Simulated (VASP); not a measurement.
A convergence study with VASP on Mg$_{2}$Si (space group no. 225 when undisturbed): one setting is varied, all else stays as given below, so the limit is that of these other settings. One atom is moved off its site, so that forces are finite.

```xyz
3
Lattice="0.0000 3.1655 3.1655 3.1655 0.0000 3.1655 3.1655 3.1655 0.0000" Properties=species:S:1:pos:R:3 pbc="T T T"
Mg     1.5827     1.5827     1.5827
Mg     4.7482     4.7482     4.7482
Si     0.0000     0.0000     0.0500
```

Computed with LDA (Ceperley-Alder, Perdew-Zunger), VASP's LDA PAW potentials (set 64) (plane waves; VASP). The tightest run used: 300 eV cut-off, 14×14×14 Γ-centred mesh, Fermi-Dirac smearing of 0.010 eV, potentials Mg Si.

```
setting     E (eV/atom)  pressure (GPa)  irreducible k-points
----------  -----------  --------------  --------------------
2×2×2 mesh      -2.6705           -1.55                     4
3×3×3 mesh      -3.1908           -2.05                     6
4×4×4 mesh      -3.3126           -2.17                    13
```

Task: These are the cheaper rows. Estimate the results at 14×14×14 mesh, and how far the last row shown lies from them.

Result: 
| quantity | tightest run | last row shown is off by |
|---|---|---|
| E (eV/atom) | -3.3697 | 0.0571 |
| pressure (GPa) | -2.12 | -0.05 |

Left out are rungs that failed or repeat a setting and relaxations that didn't move; long series are thinned to 24 rows.

The structure is a typed Mg2Si crystal (space group no. 225). The cell was not relaxed at this level, it is distorted from the ideal structure.
